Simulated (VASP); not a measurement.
VASP ran on this input.

**INCAR**
```
SYSTEM = ZrSe2
PREC = Accurate
ENCUT = 520
EDIFF = 1E-7
NELM = 100
ALGO = Normal
LREAL = .FALSE.
LASPH = .TRUE.
ISMEAR = 1
SIGMA = 0.1
LMAXMIX = 4
LWAVE = .FALSE.
LCHARG = .FALSE.
ISIF = 4
IBRION = 2
NSW = 30
EDIFFG = -0.01
```

### POSCAR
```
ZrSe2
1.0
  1.8110486322  -3.1368284562   0.0000000000
  1.8110486322   3.1368284562   0.0000000000
  0.0000000000   0.0000000000   5.8299121066
Zr Se
1 2
Cart
  1.8110486322   3.1368284562   0.0000000000
  1.8110486322   1.0456115766   1.5527534533
  1.8110486322  -1.0456115766   4.2771586533
```

KPOINTS:
```
kpoints
0
gamma
11 11 6
```

POTCAR, in this order: Zr_sv Se (LDA.64 set). Program: vasp_std.

**Question.** Translate this LDA calculation to Quantum ESPRESSO's pw.x.

**Answer.** One equivalent input (not run):
```
&CONTROL
  calculation = 'vc-relax'
  pseudo_dir = './pseudo'
  outdir = './out'
  tprnfor = .true.
  tstress = .true.
  nstep = 30
  forc_conv_thr = 0.00039
/
&SYSTEM
  ibrav = 0
  nat = 3
  ntyp = 2
  ecutwfc = 86
  occupations = 'smearing'
  smearing = 'methfessel-paxton'
  degauss = 0.00735
  input_dft = 'pz'
/
&ELECTRONS
  conv_thr = 7.3e-09
  electron_maxstep = 100
/
&IONS
/
&CELL
  cell_dofree = 'shape'
/
ATOMIC_SPECIES
  Zr 91.224 Zr.upf
  Se 78.971 Se.upf
CELL_PARAMETERS angstrom
     1.8110486   -3.1368285    0.0000000
     1.8110486    3.1368285    0.0000000
     0.0000000    0.0000000    5.8299121
ATOMIC_POSITIONS crystal
  Zr   0.0000000  1.0000000  0.0000000
  Se   0.3333330  0.6666670  0.2663425
  Se   0.6666670  0.3333330  0.7336575
K_POINTS automatic
  11 11 6 0 0 0
```
Limits of the translation: the potentials are each code's own (VASP's PAW set, PseudoDojo norm-conserving files in pw.x), so ENCUT and ecutwfc are chosen apart and not converted; conv_thr bounds pw.x's estimated SCF error, while EDIFF bounds the energy change between steps; forc_conv_thr acts on force components and is met together with etot_conv_thr.

The compound is ZrSe2 in the 1T layered structure. This cell is one point of a volume scan, at 0.94 of the reference volume. Symmetry was kept, so distortions that lower it aren't found.
